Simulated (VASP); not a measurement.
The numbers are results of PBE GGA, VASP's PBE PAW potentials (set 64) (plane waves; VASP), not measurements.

The input files of a VASP run:

**POSCAR**
```
Re
1
    1.4076000000    -2.4380350000     0.0000000000
    1.4076000000     2.4380350000     0.0000000000
    0.0000000000     0.0000000000     4.5492000000
Re
2
Direct
  0.3333330000   0.6666670000   0.2500000000
  0.6666670000   0.3333330000   0.7500000000
```

**INCAR**
```
# general
SYSTEM  = Re
PREC    = Accurate
ENCUT   = 400
LREAL   = F
LASPH   = T

# electronic loop
EDIFF   = 1E-6
NELM    = 100
ALGO    = Normal
LMAXMIX = 6

# smearing
ISMEAR  = 1
SIGMA   = 0.1

# functional
GGA     = PE

# ions
ISIF    = 2

# output
LWAVE   = F
LCHARG  = F
```

### KPOINTS
```
kpoints
0
gamma
11 11 6
0 0 0
```

POTCAR, in this order: Re (PBE.64 set). Program: vasp_std.

Unless said otherwise, spin-orbit coupling is left out, though it shifts the bands of the heavy elements here.

**Question.** Estimate the energy per atom (σ→0), pressure, band gap (on the k-mesh).

**Answer.** 
| Item | Result |
|---|---|
| energy per atom (σ→0) | -12389 meV/atom |
| band gap (on the k-mesh) | none (metal, semimetal or under 0.01 eV) |
| pressure | -15.07 GPa |

**OSZICAR**
```
...
DAV:   5    -0.262990748680E+02   -0.84245E-02   -0.80332E-02  2520   0.248E+00    0.382E+01
DAV:   6    -0.251459207978E+02    0.11532E+01   -0.13150E+00  2642   0.351E+01    0.142E+01
DAV:   7    -0.247919428884E+02    0.35398E+00   -0.77749E-01  2686   0.262E+01    0.958E-01
DAV:   8    -0.247784586180E+02    0.13484E-01   -0.12264E-02  2780   0.153E+00    0.278E-01
DAV:   9    -0.247774763074E+02    0.98231E-03   -0.86439E-04  2752   0.407E-01    0.350E-02
DAV:  10    -0.247774963276E+02   -0.20020E-04   -0.42840E-05  2358   0.582E-02    0.701E-03
DAV:  11    -0.247774964011E+02   -0.73498E-07   -0.22660E-07  1305   0.186E-02
   1 F= -.24777496E+02 E0= -.24777445E+02  d E =-.153225E-03
```

The compound is Re in the hcp structure. The cell was not relaxed at this level.
